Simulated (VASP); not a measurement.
# Si2Ni (Fm-3m) in VASP: a series of runs

The runs below take Si2Ni through single point, with PBEsol, r2SCAN.

Program: VASP 6.6.1. These are calculated values, not measurements. Logs are shortened: lines on timing, memory, paths and dates and some standing lists are left out, and cuts for length are marked.

**1. Starting point**

It takes space group Fm-3m (No. 225, cubic). Conventional cell: a = 5.392 Å, b = 5.392 Å, c = 5.392 Å, α = 90.00°, β = 90.00°, γ = 90.00°. Si (site symmetry -43m) has 4 Ni at 2.34 Å as nearest neighbours. Ni (site symmetry m-3m) has 8 Si at 2.34 Å as nearest neighbours.

The cell comes from a database or a generator and needn't be the stable form of this composition.

**2. Single point, PBEsol, collinear spin, ferromagnetic start**

File INCAR:

```
  PREC = Accurate
  ENCUT = 700
  EDIFF = 1E-6
  ISMEAR = 0
  SIGMA = 0.1
  LREAL = F
  LASPH = T
  NELM = 120
  ALGO = Normal
  ISIF = 2
  LWAVE = F
  LCHARG = F
  ISPIN = 2
  MAGMOM = 0 0 1
  LORBIT = 11
  LMAXMIX = 4
  GGA = PS
```

File KPOINTS:

```
Automatic mesh
0
Gamma
  14 14 14
```

File POSCAR:

```
Si2Ni
1.0
    0.0000000000      2.6962300000      2.6962300000
    2.6962300000      0.0000000000      2.6962300000
    2.6962300000      2.6962300000      0.0000000000
Si Ni
2 1
Direct
    0.2500000000      0.2500000000      0.2500000000
    0.7500000000      0.7500000000      0.7500000000
    0.0000000000      0.0000000000      0.0000000000
```

Potentials or basis: VASP PAW PBE potentials, release 64 (Si, Ni).

Command:

```
$ cat potpaw_PBE.64/Si/POTCAR potpaw_PBE.64/Ni/POTCAR > POTCAR
$ mpirun -np 1 vasp_std > vasp.out
```

OUTCAR:

```text
PREC = Accurate
   ENCUT = 700
   EDIFF = 1E-6
   ISMEAR = 0
   LREAL = F
   LASPH = T
   NELM = 120
   ISIF = 2
   ISPIN = 2
   LORBIT = 11
   GGA = PS

 ion  position               nearest neighbor table
   1  0.250  0.250  0.250-   3 2.34   3 2.34   3 2.34   3 2.34   2 2.70   2 2.70   2 2.70   2 2.70
                             2 2.70   2 2.70
   2  0.750  0.750  0.750-   3 2.34   3 2.34   3 2.34   3 2.34   1 2.70   1 2.70   1 2.70   1 2.70
                             1 2.70   1 2.70
   3  0.000  0.000  0.000-   2 2.34   2 2.34   2 2.34   1 2.34   2 2.34   1 2.34   1 2.34   1 2.34

  LATTYP: Found a face centered cubic cell.
 ALAT       =     5.3924600000

  Lattice vectors:

 A1 = (   0.0000000000,   2.6962300000,   2.6962300000)
 A2 = (   2.6962300000,   0.0000000000,   2.6962300000)
 A3 = (   2.6962300000,   2.6962300000,   0.0000000000)

Analysis of symmetry for initial positions (statically):
=====================================================================
 Subroutine PRICEL returns:
 Original cell was already a primitive cell.

 Routine SETGRP: Setting up the symmetry group for a
 face centered cubic supercell.

 Subroutine GETGRP returns: Found 48 space group operations
 (whereof 48 operations were pure point group operations)
 out of a pool of 48 trial point group operations.

The static configuration has the point symmetry O_h .

Analysis of symmetry for dynamics (positions and initial velocities):
=====================================================================
 Subroutine PRICEL returns:
 Original cell was already a primitive cell.

 Routine SETGRP: Setting up the symmetry group for a
 face centered cubic supercell.

 Subroutine GETGRP returns: Found 48 space group operations
 (whereof 48 operations were pure point group operations)
 out of a pool of 48 trial point group operations.

The dynamic configuration has the point symmetry O_h .

Analysis of structural, dynamic, and magnetic symmetry:
=====================================================================
 Subroutine PRICEL returns:
 Original cell was already a primitive cell.

 Routine SETGRP: Setting up the symmetry group for a
 face centered cubic supercell.

 Subroutine GETGRP returns: Found 48 space group operations
 (whereof 48 operations were pure point group operations)
 out of a pool of 48 trial point group operations.

The overall configuration has the point symmetry O_h .

 Subroutine INISYM returns: Found 48 space group operations
 (whereof 48 operations are pure point group operations),
 and found     1 'primitive' translations

[... 147 lines left out ...]

 E-fermi :  10.5197     XC(G=0): -11.7328

 val. band max:       10.4665863604   @ k =  -0.0714   0.0714   0.0000
 cond. band min:      10.5471619792   @ k =  -0.2143   0.1429   0.0000
 fundamental gap:      0.0805756188
 Fermi energy:        10.5197277687

 spin component 1

 k-point     1 :       0.0000    0.0000    0.0000
  band No.  band energies     occupation
      1      -3.4519      1.00000
      2       5.2109      1.00000
      3       5.2109      1.00000
      4       5.2109      1.00000
      5       6.9154      1.00000
      6       6.9154      1.00000
      7      10.2637      0.99985
      8      12.1995      0.00000
      9      12.1995      0.00000
     10      12.1995      0.00000
     11      12.7149      0.00000
     12      12.7149      0.00000
     13      12.7149      0.00000
     14      15.1984      0.00000
[... 379 lines left out ...]
      3       5.3740      1.00000
      4       5.4158      1.00000
      5       6.3794      1.00000
      6       7.0477      1.00000
      7       8.0080      1.00000
      8       9.1369      1.00000
      9       9.7134      1.00000
     10      10.8894      0.00000
     11      13.4205      0.00000
     12      14.0838      0.00000
     13      14.5892      0.00000
     14      15.3090      0.00000

 [... further k-points ...]

 spin component 2

 k-point     1 :       0.0000    0.0000    0.0000
  band No.  band energies     occupation
      1      -3.4519      1.00000
      2       5.2110      1.00000
      3       5.2110      1.00000
      4       5.2110      1.00000
      5       6.9157      1.00000
      6       6.9157      1.00000
      7      10.2636      0.99985
      8      12.1995      0.00000
      9      12.1995      0.00000
     10      12.1995      0.00000
     11      12.7149      0.00000
     12      12.7149      0.00000
     13      12.7149      0.00000
     14      15.1984      0.00000
[... 379 lines left out ...]
      3       5.3740      1.00000
      4       5.4159      1.00000
      5       6.3796      1.00000
      6       7.0481      1.00000
      7       8.0080      1.00000
      8       9.1370      1.00000
      9       9.7135      1.00000
     10      10.8894      0.00000
     11      13.4206      0.00000
     12      14.0838      0.00000
     13      14.5892      0.00000
     14      15.3090      0.00000

 [... further k-points ...]
[... 5 lines left out ...]
  --------------------------------------------------------------------------------------
  -------------------------------------------------------------------------------------
  Total        0.0422303      0.0422303      0.0422303      0.0000000     -0.0000000      0.0000000
  in kB        1.7259708      1.7259708      1.7259708      0.0000000     -0.0000000      0.0000000
  external PRESSURE =       1.7259708 kB  Pullay stress =       0.0000000 kB

 VOLUME and BASIS-vectors are now :
 -----------------------------------------------------------------------------
  energy-cutoff  :      700.00
  volume of cell :       39.20
      direct lattice vectors                 reciprocal lattice vectors
     0.000000000  2.696230000  2.696230000    -0.185444120  0.185444120  0.185444120
     2.696230000  0.000000000  2.696230000     0.185444120 -0.185444120  0.185444120
     2.696230000  2.696230000  0.000000000     0.185444120  0.185444120 -0.185444120

 POSITION                                       TOTAL-FORCE (eV/Angst)
 -----------------------------------------------------------------------------------
      1.34811      1.34811      1.34811         0.000000      0.000000      0.000000
      4.04434      4.04434      4.04434        -0.000000     -0.000000     -0.000000
      0.00000      0.00000      0.00000        -0.000000      0.000000     -0.000000
 -----------------------------------------------------------------------------------
    total drift:                               -0.000000      0.000000      0.000000

  FREE ENERGIE OF THE ION-ELECTRON SYSTEM (eV)
  ---------------------------------------------------
  free  energy   TOTEN  =       -18.9837762011 eV

  energy  without entropy=      -18.9794318862  energy(sigma->0) =      -18.98160404

 total charge

# of ion       s       p       d       tot
------------------------------------------
    1        0.740   0.847   0.000   1.587
    2        0.740   0.847   0.000   1.587
    3        0.569   0.815   8.464   9.848
--------------------------------------------------
tot          2.049   2.509   8.464  13.023

 magnetization (x)

# of ion       s       p       d       tot
------------------------------------------
    1       -0.000  -0.000   0.000  -0.000
    2       -0.000  -0.000   0.000  -0.000
    3       -0.000   0.000   0.000   0.000
--------------------------------------------------
tot         -0.000  -0.000   0.000   0.000
```

stdout:

```text
POSCAR found type information on POSCAR SiNi
 POSCAR found :  2 types and       3 ions
 scaLAPACK will be used
 -----------------------------------------------------------------------------
|                                                                             |
|                                                                             |
|     You enforced a specific xc type in the INCAR file but a different       |
|     I HOPE YOU KNOW WHAT YOU ARE DOING!                                     |
|                                                                             |
 -----------------------------------------------------------------------------

 LDA part: xc-table for (Slater+PW92), standard interpolation
 POSCAR, INCAR and KPOINTS ok, starting setup
 FFT: planning ... GRIDC
 FFT: planning ... GRID_SOFT
 FFT: planning ... GRID
 WAVECAR not read
 entering main loop
```

Wall time 2.1 min (1 thread of AMD EPYC 9R45 (Zen 5), shared host); peak memory 0.31 GiB.

Results:

| Property | Result |
| --- | --- |
| Free energy | -18.9838 eV |
| Pressure | 0.2 GPa |
| Band gap on the k mesh | none (metal or under the smearing width) |
| Net moment | 0.00 μB per cell |
| Valence electrons inside the program's atomic spheres | Si 1.59; Ni 9.85 |

Caveat: the PAW data sets were made with another functional, which shifts forces and pressure a little.

**3. Single point, PBEsol, collinear spin, ferromagnetic start**

Edit INCAR of step 2 so:

```diff
@@ -1,3 +1,3 @@
   PREC = Accurate
-  ENCUT = 700
+  ENCUT = 520
   EDIFF = 1E-6
```

File KPOINTS:

```
Automatic mesh
0
Gamma
  20 20 20
```

POSCAR is that of step 2.

Potentials or basis: VASP PAW PBE potentials, release 64 (Si, Ni).

Command:

```
$ cat potpaw_PBE.64/Si/POTCAR potpaw_PBE.64/Ni/POTCAR > POTCAR
$ mpirun -np 1 vasp_std > vasp.out
```

Wall time 2.5 min (1 thread of AMD EPYC 9R45 (Zen 5), shared host); peak memory 0.31 GiB.

It converged, with:

```
Free energy                                           : -18.9830 eV
Pressure                                              : 0.1 GPa
Band gap on the k mesh                                : none (metal or under the smearing width)
Net moment                                            : 0.00 μB per cell
Valence electrons inside the program's atomic spheres : Si 1.59; Ni 9.85
```

Levels at points of the mesh, in eV from the Fermi level:
Spin up:
```
           k point  band 5  band 6  band 7  band 8  band 9  band 10  band 11  band 12  band 13  band 14
(0.00, 0.00, 0.00)   -3.57   -3.57   -0.22    1.72    1.72     1.72     2.24     2.24     2.24     4.72
(0.50, 0.00, 0.00)   -3.78   -3.39   -3.39   -1.47   -1.47     1.75     1.81     1.81     2.65     9.20
(0.50, 0.50, 0.00)   -4.57   -3.67   -3.67   -3.50   -3.16    -0.42     1.32     7.75     8.37     8.37
```
Spin down:
```csv
k point,band 7,band 8,band 9,band 10,band 11,band 12
"(0.00, 0.00, 0.00)",-0.22,1.72,1.72,1.72,2.24,2.24
"(0.50, 0.00, 0.00)",-3.39,-1.47,-1.47,1.75,1.81,1.81
"(0.50, 0.50, 0.00)",-3.67,-3.50,-3.16,-0.42,1.32,7.75
```

Caveat: the PAW data sets were made with another functional, which shifts forces and pressure a little.

(Part 1 of 2 ends here.)
